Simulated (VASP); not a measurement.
SnO2 (rutile):

```
CELL_PARAMETERS angstrom
      4.74000     0.00000     0.00000
      0.00000     4.74000     0.00000
      0.00000     0.00000     3.19000
ATOMIC_POSITIONS crystal
  Sn 0.00000 0.00000 0.00000
  Sn 0.50000 0.50000 0.50000
  O  0.30700 0.30700 0.00000
  O  0.80700 0.19300 0.50000
  O  0.19300 0.80700 0.50000
  O  0.69300 0.69300 0.00000
```

The lowest empty band near Γ, direction in plane, from PBE with spin-orbit coupling in VASP (PAW); its two spin partners are averaged. The gap over the points computed is 1.25 eV, and the next band on that side lies 4.89 eV away at the edge.

Numerical set-up: 520 eV cut-off, 5×5×8 Γ-centred mesh, Gaussian smearing of 0.050 eV, potentials Sn_d O.

| distance from the edge in k (1/Å) | distance in energy (meV) |
|---|---|
| 0.018 | 5.9 |
| 0.025 | 11.3 |
| 0.035 | 22.1 |
| 0.050 | 44.8 |
| 0.070 | 86.3 |

Q: Fit E(1 + αE) = ħ²k²/2m* (ħ²/2m0 = 3.810 eV Å²) and predict the row at 0.095 1/Å.

A: Least squares on the energies gives the electron mass m* = 0.209 m0 and α = 0.40 per eV, and so 154.8 meV. The run gave 154.7 meV, -0.1 meV from the fit.

Left out are points under 3 meV from the edge, since the levels carry 0.1 meV, and points farther than half the way to the next band.

The compound is SnO2 in the rutile structure. The cell was not relaxed at this level, forces remain on its atoms.
